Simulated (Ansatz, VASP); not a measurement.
## Al (Al(111)): VASP beside Ansatz

Aim: how closely do two programs agree when they are given the same cell, functional and k mesh? The cell is taken from a series of runs on this material, whose earlier steps may have relaxed, scaled, displaced or heated it; both programs get it as it stands.

Method: plane waves, with VASP 6.6.1 beside it; single point at LDA, in Ansatz 0.2.0.

**1. The structure**

The cell holds 6 atoms: 6 Al. Its edges and angles: a = 2.864 Å, b = 2.864 Å, c = 29.691 Å, α = 90.0°, β = 90.0°, γ = 60.0°. Vacuum lies along c.

**2. VASP: single point, LDA**

A single point gives forces, pressure and levels at one fixed geometry, so differences don't come from the geometry; what else differs is listed under the comparison.

Lines of VASP's logs that name or quote its potential files are left out, and so is its time.

Input file INCAR:

```
SYSTEM = Al
PREC = Accurate
ENCUT = 400
EDIFF = 1E-06
NELM = 120
ISMEAR = -1
SIGMA = 0.1
LREAL = .FALSE.
ALGO = Normal
GGA = PW92
NBANDS = 15
LORBIT = 11
LWAVE = .FALSE.
LCHARG = .FALSE.
ISIF = 2
LDIPOL = .TRUE.
IDIPOL = 3
DIPOL = 0.5 0.5 0.5
LVHAR = .TRUE.
LASPH = .TRUE.
GGA_COMPAT = .FALSE.
NELMDL = -8
KPAR = 2
```

Input file POSCAR:

```
Al
1.0
    2.8637824638      0.0000000000      0.0000000000
    1.4318912319      2.4801083646      0.0000000000
    0.0000000000      0.0000000000     29.6913429511
Al
6
Direct
    0.3333333334      0.3333333334      0.3031186570
    0.6666666667      0.6666666667      0.3818711942
    0.0000000000      0.0000000000      0.4606237314
    0.3333333334      0.3333333334      0.5393762686
    0.6666666667      0.6666666667      0.6181288058
    0.0000000000      0.0000000000      0.6968813430
```

Input file KPOINTS:

```
Automatic mesh
0
Gamma
24 24 1
0 0 0
```

Potentials, in the order of the species: Al (LDA family, release 64).

Command:

```console
$ mpirun -np 2 vasp_std
```

Numbers of over 12 decimals in the logs are rounded to 6 here.

The log of the run:

```text
[banner, memory and clock lines left out]
running    2 mpi-ranks, on    1 nodes
 distrk:  each k-point on    1 cores,    2 groups
 distr:  one band on    1 cores,    1 groups

 POSCAR found type information on POSCAR Al
 POSCAR found :  1 types and       6 ions
|                                                                             |
|               ----> ADVICE to this user running VASP <----                  |
|                                                                             |
|     You enforced a specific xc type in the INCAR file but a different       |
|     [... a line on the potential file left out ...]
|     I HOPE YOU KNOW WHAT YOU ARE DOING!                                     |
|                                                                             |

 LDA part: xc-table for (Slater(with rela. corr.)+PW92), standard interpolation
 POSCAR, INCAR and KPOINTS ok, starting setup
 FFT: planning ... GRIDC
 FFT: planning ... GRID_SOFT
 FFT: planning ... GRID
 WAVECAR not read
 entering main loop
       N       E                     dE             d eps       ncg     rms          rms(c)
DAV:   1     0.390045475491E+02    0.39005E+02   -0.51031E+03  1830   0.710E+02
DAV:   2    -0.223841011250E+02   -0.61389E+02   -0.56897E+02  2519   0.124E+02
DAV:   3    -0.248858848938E+02   -0.25018E+01   -0.24441E+01  2579   0.261E+01
DAV:   4    -0.249691431827E+02   -0.83258E-01   -0.83195E-01  2880   0.583E+00
DAV:   5    -0.249719951674E+02   -0.28520E-02   -0.28519E-02  3021   0.900E-01
DAV:   6    -0.249720575245E+02   -0.62357E-04   -0.62357E-04  2832   0.129E-01
DAV:   7    -0.249720597261E+02   -0.22016E-05   -0.22016E-05  2900   0.200E-02
DAV:   8    -0.249720597769E+02   -0.50769E-07   -0.50806E-07  2112   0.343E-03    0.352E+00
DAV:   9    -0.248961530202E+02    0.75907E-01   -0.71216E+00  2156   0.108E+01    0.268E+00
DAV:  10    -0.243410014738E+02    0.55515E+00   -0.39304E+00  2276   0.968E+00    0.161E+00
DAV:  11    -0.242343687745E+02    0.10663E+00   -0.48505E-01  2268   0.309E+00    0.426E-01
DAV:  12    -0.242277315853E+02    0.66372E-02   -0.36060E-02  2435   0.113E+00    0.301E-01
DAV:  13    -0.242260977202E+02    0.16339E-02   -0.35630E-03  2444   0.327E-01    0.222E-01
DAV:  14    -0.242237473523E+02    0.23504E-02   -0.13585E-03  2313   0.175E-01    0.592E-02
[...]
DAV:  19    -0.242247567406E+02   -0.74363E-04   -0.97457E-06  2306   0.144E-02    0.913E-03
DAV:  20    -0.242248320820E+02   -0.75341E-04   -0.88869E-06  1850   0.914E-03    0.237E-03
DAV:  21    -0.242248518062E+02   -0.19724E-04   -0.42859E-06  1823   0.627E-03    0.189E-03
DAV:  22    -0.242248738976E+02   -0.22091E-04   -0.17787E-06  1722   0.370E-03    0.237E-03
DAV:  23    -0.242248835741E+02   -0.96765E-05   -0.43446E-07  1674   0.204E-03    0.711E-04
DAV:  24    -0.242248954844E+02   -0.11910E-04   -0.73009E-07  1562   0.201E-03    0.152E-03
DAV:  25    -0.242248969205E+02   -0.14361E-05   -0.43274E-08  1370   0.917E-04    0.169E-04
DAV:  26    -0.242248974779E+02   -0.55735E-06   -0.20058E-08  1202   0.556E-04
   1 F= -.24224897E+02 E0= -.24180344E+02  d E =-.891060E-01
```

Parts of OUTCAR (step 2):

```text
ion  position               nearest neighbor table
   1  0.333  0.333  0.303-   2 2.86   2 2.86   2 2.86
   2  0.667  0.667  0.382-   3 2.86   1 2.86   3 2.86   1 2.86   3 2.86   1 2.86
   3  0.000  0.000  0.461-   2 2.86   4 2.86   4 2.86   2 2.86   2 2.86   4 2.86
   4  0.333  0.333  0.539-   5 2.86   3 2.86   3 2.86   5 2.86   5 2.86   3 2.86
   5  0.667  0.667  0.618-   4 2.86   6 2.86   4 2.86   6 2.86   4 2.86   6 2.86
   6  0.000  0.000  0.697-   5 2.86   5 2.86   5 2.86

  LATTYP: Found a hexagonal cell.
 ALAT       =     2.8637824638
 C/A-ratio  =    10.3678765151

 Subroutine GETGRP returns: Found 12 space group operations
 (whereof  6 operations were pure point group operations)

The static configuration has the point symmetry C_3v.
 The point group associated with its full space group is D_3d.

 Found     61 irreducible k-points:

   k-points           NKPTS =     61   k-points in BZ     NKDIM =     61   number of bands    NBANDS=     15

   dimension x,y,z NGX =    20 NGY =   20 NGZ =  196
   dimension x,y,z NGXF=    40 NGYF=   40 NGZF=  392

   ENCUT  =  400.0 eV  29.40 Ry    5.42 a.u.   4.67  4.67 48.42*2*pi/ulx,y,z

   NELECT =      18.0000    total number of electrons

 k-points in reciprocal lattice and weights: Automatic mesh
   0.00000000  0.00000000  0.00000000       0.002
   0.04166667  0.00000000  0.00000000       0.010
   0.08333333  0.00000000  0.00000000       0.010
   0.12500000  0.00000000  0.00000000       0.010
   0.16666667  0.00000000  0.00000000       0.010
   0.20833333  0.00000000  0.00000000       0.010
   0.25000000  0.00000000  0.00000000       0.010
   0.29166667  0.00000000  0.00000000       0.010
   0.33333333  0.00000000  0.00000000       0.010
[...]
-0.37500000  0.29166667  0.00000000       0.021
  -0.33333333  0.33333333  0.00000000       0.003

 dipolmoment           0.000000      0.000000      0.000000 electrons x Angstroem

 average (electrostatic) potential at core
       1 -77.3028       2 -77.2210       3 -77.2324       4 -77.2324       5 -77.2210
       6 -77.3028

 E-fermi :   1.4705

 k-point     1 :       0.0000    0.0000    0.0000
  band No.  band energies     occupation
    ...
      4      -7.0078      2.00000
      5      -5.6228      2.00000
      6      -3.9660      2.00000
      7      -2.2030      2.00000
      8      -0.1601      2.00000
      9       1.9106      0.02423
     10       3.7976      0.00000
     11       5.0612      0.00000
     12       5.8533      0.00000
     13       5.9514      0.00000
    ...

 k-point     2 :       0.0417    0.0000    0.0000
  band No.  band energies     occupation
    ...
      4      -6.9668      2.00000
      5      -5.5820      2.00000
      6      -3.9251      2.00000
      7      -2.1641      2.00000
      8      -0.1211      2.00000
      9       1.9491      0.01655
     10       3.8361      0.00000
     11       5.1013      0.00000
     12       5.8935      0.00000
     13       5.9926      0.00000
    ...

 k-point     3 :       0.0833    0.0000    0.0000
  band No.  band energies     occupation
    ...
      4      -6.8436      2.00000
      5      -5.4596      2.00000
      6      -3.8027      2.00000
      7      -2.0472      2.00000
      8      -0.0042      2.00000
      9       2.0642      0.00527
     10       3.9505      0.00000
     11       5.2210      0.00000
     12       6.0133      0.00000
     13       6.1158      0.00000
    ...

  Total       -3.4664931     -3.4664931     -1.5490695      0.0000000      0.0000000      0.0000000
  in kB      -26.3366417    -26.3366417    -11.7690379      0.0000000      0.0000000      0.0000000
  external PRESSURE =     -21.4807738 kB  Pullay stress =       0.0000000 kB

  energy-cutoff  :      400.00
  volume of cell :      210.88
      direct lattice vectors                 reciprocal lattice vectors
     2.863782464  0.000000000  0.000000000     0.349188534 -0.201604094  0.000000000
     1.431891232  2.480108365  0.000000000     0.000000000  0.403208188  0.000000000
     0.000000000  0.000000000 29.691342951     0.000000000  0.000000000  0.033679851

 POSITION                                       TOTAL-FORCE (eV/Angst)
 -----------------------------------------------------------------------------------
      1.43189      0.82670      9.00000        -0.000000     -0.000000      0.102801
      2.86378      1.65341     11.33827         0.000000      0.000000      0.062552
      0.00000      0.00000     13.67654        -0.000000      0.000000     -0.042516
      1.43189      0.82670     16.01481         0.000000      0.000000      0.042516
      2.86378      1.65341     18.35307        -0.000000     -0.000000     -0.062552
      0.00000      0.00000     20.69134         0.000000      0.000000     -0.102801
 -----------------------------------------------------------------------------------
    total drift:                                0.000000      0.000000      0.000003

  FREE ENERGIE OF THE ION-ELECTRON SYSTEM (eV)
  ---------------------------------------------------
  free  energy   TOTEN  =       -24.2248974779 eV

  energy  without entropy=      -24.1357914585  energy(sigma->0) =      -24.18034447

 vacuum level on the upper side and lower side of the slab         5.689         5.689

 total charge
# of ion       s       p       d       tot
------------------------------------------
    1        0.467   0.311   0.000   0.777
    2        0.445   0.344   0.000   0.789
    3        0.445   0.342   0.000   0.786
    4        0.445   0.342   0.000   0.786
    5        0.445   0.344   0.000   0.789
    6        0.467   0.311   0.000   0.777
--------------------------------------------------
tot          2.712   1.993   0.000   4.705

[... 3 further parts left out ...]
```

**3. Ansatz: single point, LDA**

Ansatz runs on its default PAW (the set named soft_2) files.

The same cell, functional (in two slightly different forms), mesh and smearing now go to Ansatz, which takes its cutoff from its data sets.

Input file input.yaml:

```yaml
crystal:
  lattice:
    - [2.8637824638, 0.0, 0.0]
    - [1.4318912319, 2.4801083646, 0.0]
    - [0.0, 0.0, 29.6913429511]
  atoms:
    - { symbol: Al, position: [0.3333333333, 0.3333333333, 0.303118657] }
    - { symbol: Al, position: [0.6666666667, 0.6666666667, 0.3818711942] }
    - { symbol: Al, position: [0.0, 0.0, 0.4606237314] }
    - { symbol: Al, position: [0.3333333333, 0.3333333333, 0.5393762686] }
    - { symbol: Al, position: [0.6666666667, 0.6666666667, 0.6181288058] }
    - { symbol: Al, position: [0.0, 0.0, 0.696881343] }
kpoints:
  mp_grid: { grid: [24, 24, 1] }
hamiltonian:
  xc: lda
scf:
  occupations: { method: fermi_dirac, width: 0.1 }
  convergence: { dr2_threshold: 1.0e-10 }
efield:
  axis: 3
  dipole_correction: true
  ramp_position: 0.97
  ramp_width: 0.06
  amplitude: 0
output:
  forces: true
  write_potential: true
  write_density: true
  volumetric_format: npy
```

Command:

```console
$ ansatz run input.yaml --threads 2 --pin off --max-ram 3072MiB --backend cpu --events-out ev --progress --plain --runs-dir out
```

The log of the run:

```text
Engine: ansatz 0.2.0, aarch64-unknown-linux-gnu
Pseudopotentials: kind: paw
Pseudopotential: Al, paw, valence charge 3, recommended cutoff 420 eV (normal), Al.paw.azcp
Functional definition: SPW92
  exchange = slater_x
  correlation = pw_c
Crystal: 6 atoms, lattice volume = 210.882 Å³
Basis set: ecut = 420 eV, 4155 PW (Γ)
Bands: 15, of which v1, the nominal top of the filled ones, is band 9 counted from 1 (8 counted from 0)
Symmetry: 6 space group operations
k-points: 61 of 576 (time reversal used)
Non-local potential: Al, projectors of the file, l = 0: 2, l = 1: 2, l = 2: 1
PAW form: soft (Blöchl's): semilocal exchange-correlation on the pseudo side does not see the compensation charge
PAW frozen core: Al, regenerated for the run's functional, and the local potential with it (the file was generated under x = pbe(κ = 0.804, μ = 0.219515), c = pbe(β = 0.066725))
PAW one-centre angular grid: Al, 110 points (default); XC on 64 Gauss nodes
Initial density: superposition of atomic densities (neutral atoms: chi_scale 0, normalization atom), corrected by the library's trained network
Initial wavefunctions: pseudopotential atomic-orbital guess
Functional: x = slater, c = lda
SCF iter   1: F=—  HF=-3076.384037 eV  |F-HF|=—  |Δ(HF+E_count)|=         —  Δρ=2.52e-3  dr2=5.00e-2  ethr=1.77e-3  p=-0.000 e·Å  D=-1.42e-14 V/Å  ΔV_dip=0.00 eV  dr2_dipole=8.33e-7  V_vac-E_F(+/−)=4.19/4.19 eV  ⟨swp⟩=8.9  Hψ=7199  notcnv=0
efield: sawtooth ramp at fractional position 0.9700 (set: `efield.ramp_position`, or a place that a band, a saddle search or an elastic batch's reference lends), width 0.0600; the density the first Hamiltonian is built on has a dipole p = -0.000 e·Å; the dipole correction subtracts the counter field D = -1.42e-14 V/Å, which shifts the + side's vacuum level by +0.00 eV against the − side's; the planar-averaged density in the ramp window peaks in size at 7.9e-6 e/Å³
preconditioner: auto → LDOS  [metal: Δε(μ)=0.027 eV  Ē_g=6.673 eV  σ=0.100 eV  W_gap=0.07  n_scr=16 (ndim 8)  ℏωp=10.8 eV  f_vac=0.445  D(μ)=2.76/eV (n_scr^D=14)  β→1.0]
SCF iter   2: F=—  HF=-3076.378052 eV  |F-HF|=—  |Δ(HF+E_count)|=   5.98e-3  Δρ=4.94e-4  dr2=4.78e-4  ethr=2.78e-4  p=0.000 e·Å  D=6.60e-6 V/Å  ΔV_dip=-0.00 eV  dr2_dipole=1.05e-6  V_vac-E_F(+/−)=4.22/4.22 eV  ⟨swp⟩=1.7  Hψ=1571  notcnv=0  defer=18
SCF iter   3: F=—  HF=-3076.378283 eV  |F-HF|=—  |Δ(HF+E_count)|=   2.31e-4  Δρ=1.40e-4  dr2=1.63e-4  ethr=2.66e-6  p=0.000 e·Å  D=6.90e-6 V/Å  ΔV_dip=-0.00 eV  dr2_dipole=1.70e-8  V_vac-E_F(+/−)=4.22/4.22 eV  ⟨swp⟩=3.0  Hψ=1992  notcnv=0  defer=18
SCF iter   4: F=—  HF=-3076.378273 eV  |F-HF|=—  |Δ(HF+E_count)|=   1.00e-5  Δρ=3.62e-5  dr2=5.82e-6  ethr=9.06e-7  p=0.000 e·Å  D=1.13e-6 V/Å  ΔV_dip=-0.00 eV  dr2_dipole=1.99e-9  V_vac-E_F(+/−)=4.22/4.22 eV  ⟨swp⟩=2.5  Hψ=1392  notcnv=0  defer=18
SCF iter   5: F=—  HF=-3076.378272 eV  |F-HF|=—  |Δ(HF+E_count)|=   1.03e-6  Δρ=7.55e-6  dr2=2.37e-7  ethr=3.24e-8  p=0.000 e·Å  D=6.76e-7 V/Å  ΔV_dip=-0.00 eV  dr2_dipole=6.61e-11  V_vac-E_F(+/−)=4.22/4.22 eV  ⟨swp⟩=2.4  Hψ=1508  notcnv=0  defer=18
SCF iter   6: F=—  HF=-3076.378262 eV  |F-HF|=—  |Δ(HF+E_count)|=   9.94e-6  Δρ=1.68e-6  dr2=1.16e-8  ethr=1.32e-9  p=0.000 e·Å  D=3.30e-7 V/Å  ΔV_dip=-0.00 eV  dr2_dipole=2.24e-12  V_vac-E_F(+/−)=4.22/4.22 eV  ⟨swp⟩=2.5  Hψ=1634  notcnv=0  defer=18
SCF iter   7: F=—  HF=-3076.378262 eV  |F-HF|=—  |Δ(HF+E_count)|=   5.34e-9  Δρ=4.26e-7  dr2=5.54e-10  ethr=6.43e-11  p=0.000 e·Å  D=7.09e-8 V/Å  ΔV_dip=-0.00 eV  dr2_dipole=1.15e-13  V_vac-E_F(+/−)=4.22/4.22 eV  ⟨swp⟩=2.4  Hψ=1411  notcnv=0  defer=18
SCF iter   8: F=-3076.378262 eV  HF=-3076.378262 eV  |F-HF|=6.37e-12  |Δ(HF+E_count)|=  3.62e-10  Δρ=5.56e-8  dr2=1.78e-11  ethr=1.00e-12  p=0.000 e·Å  D=3.40e-8 V/Å  ΔV_dip=-0.00 eV  dr2_dipole=2.85e-14  V_vac-E_F(+/−)=4.22/4.22 eV  ⟨swp⟩=12.0  Hψ=6292  notcnv=0
SCF 1 converged in 8 iterations: F = -3076.378262 eV  dr2 = 1.78e-11
  greatest PAW one-centre occupation: 0.475 electrons in one spin orbital (limit 2), on the Al atom at site 5 (counted from 0), in its partial waves of l = 0
WARN: The output density's exchange-correlation potential varies sharply where the density is thin. Do not read a vacuum level from v_tot or v_xc, or from such a field of the output density. On a cell that repeats whose density bears no net charge and no dipole along the vacuum's axis use v_es (v_loc + v_h of the components); under efield.dipole_correction with no amplitude use v_es + v_field, which holds any externa [...]
SCF converged after 8 iterations
Free energy (F): -3076.378262 eV
Harris-Foulkes:  -3076.378262 eV  (|F-HF|=6.37e-12)
Internal energy: -3076.289070 eV  (E = F + TS)
E sigma→0 (E₀):  -3076.333666 eV
Entropy (-TS):   -0.089192 eV (-14.865 meV/atom)
Fermi energy:    1.441159 eV
Dipole field:    D = 0.000000 V/Å  (p = 0.000000 e·Å, saw-weighted, corrected)
Work function:   Φ+ = 4.2165 eV   Φ− = 4.2165 eV
Levels:          The Fermi level and band energies are counted from a zero that moves with the ramp; work functions are not
--- Per-component energies (eV) ---
  E_band       = -49.949781
  E_kinetic    = 132.887212
  E_local      = -5657.782746  (includes V_loc(G=0)·N_el)
  E_nonlocal   = 66.118981
  E_hartree    = 2802.486073
  E_xc         = -233.473295
  E_vxc        = -172.488145  (∫ρ·V_xc dr)
  E_paw        = -2659.200316  (= ΣΔE_a)
  E_vpaw       = -23.657392  (= ΣTr[D̂ρ^β])
  E_aug_tail   = -0.000024  (compensation charges beyond the density's cutoff)
  E_efield     = 0.000000  (sawtooth field / dipole correction)
  E_vefield    = 0.000000  (∫n·V_field dr)
  E_ewald      = 2472.340745
  E_core_change = 0.334299  (= ΣΔE_core)
  E_smearing   = -0.089192  (= −TS)
  E_closure    = 0.000000  (closes the sum)
  Σ components = -3076.378262   (vs F -3076.378262, Δ=0.00e0)
--- Forces (eV/Å), atoms counted from 1 ---
  atom   1  Al     0.00000000     0.00000000     0.10444366
  atom   2  Al    -0.00000000     0.00000000     0.06185258
  atom   3  Al     0.00000000    -0.00000000    -0.04237042
  atom   4  Al    -0.00000000     0.00000000     0.04236999
  atom   5  Al     0.00000000    -0.00000000    -0.06185249
  atom   6  Al    -0.00000000    -0.00000000    -0.10444163
  max |Σ_I F_I| component: 1.68e-6 eV/Å
--- Band table (eV; the first three rows and the last of 61) ---
  k-point 0: bands = [... 5 lower, -3.9949, -2.2253, -0.1871, 1.8806, 3.7642, 5.0235, 5.8085, 5.8904, ... 2 higher]
  k-point 1: bands = [... 5 lower, -3.9540, -2.1863, -0.1481, 1.9191, 3.8027, 5.0637, 5.8487, 5.9316, ... 2 higher]
  k-point 2: bands = [... 5 lower, -3.8315, -2.0696, -0.0314, 2.0340, 3.9170, 5.1834, 5.9686, 6.0546, ... 2 higher]
  k-point 60: bands = [... 5 lower, -1.1585, -0.5972, -0.4269, -0.4269, 0.1276, 0.7902, 0.7902, 2.1829, ... 2 higher]
```

In the SCF lines HF is the Harris–Foulkes energy and dr2 the Hartree energy of the density residual, in eV; the loop may stop once dr2 is under the threshold and the program's other checks hold. Hψ counts applications of the Hamiltonian.

**4. Comparison**

Known differences besides the potentials themselves: the cutoff is 420 eV in Ansatz and 400 eV in VASP; VASP's log shows a relativistic correction to its local exchange, Ansatz's none. Total energies have different zeros and are not compared.

Compared:

| quantity | Ansatz | VASP | difference |
| --- | --- | --- | --- |
| work function, lower of the two faces (eV) | 4.22 | 4.22 | 0.00 |
| work function, higher of the two faces (eV) | 4.22 | 4.22 | 0.00 |

Forces (eV/Å; atoms numbered as in POSCAR):

```csv
atom,"Ansatz x, y, z","VASP x, y, z"
Al1,"0.000, 0.000, 0.104","0.000, 0.000, 0.103"
Al2,"0.000, 0.000, 0.062","0.000, 0.000, 0.063"
Al3,"0.000, 0.000, -0.042","0.000, 0.000, -0.043"
Al4,"0.000, 0.000, 0.042","0.000, 0.000, 0.043"
Al5,"0.000, 0.000, -0.062","0.000, 0.000, -0.063"
Al6,"0.000, 0.000, -0.104","0.000, 0.000, -0.103"
```

The forces differ by 0.6 meV/Å r.m.s., which is 1.4 % of the r.m.s. force of 0.043 eV/Å (both taken over all components). With vacuum in the cell, a pressure given here is an average over mostly empty space and none of the material.

**5. What came out**

* r.m.s. force difference (single point, LDA): 0.6 meV/Å

**Reading.** The r.m.s. force difference is 0.6 meV/Å (single point, LDA), within the 12 meV/Å picked in this series as the mark of a large difference. Such differences can come from data sets, numerical settings and the points named under the comparisons, not from the functional's error against experiment.

[Lines on the potential files, build, host, timing and source positions are cut from VASP's logs without a mark.]

[Logs are printed without paths, hosts, clocks, repeated set-up lines and the standing remarks that a program may print on its own settings, such as how far it seeks lower states.]

[Hosts, paths, dates, database ids (printed as entryN), source tags and the programs' standing remarks are cut or masked in the printed files.]
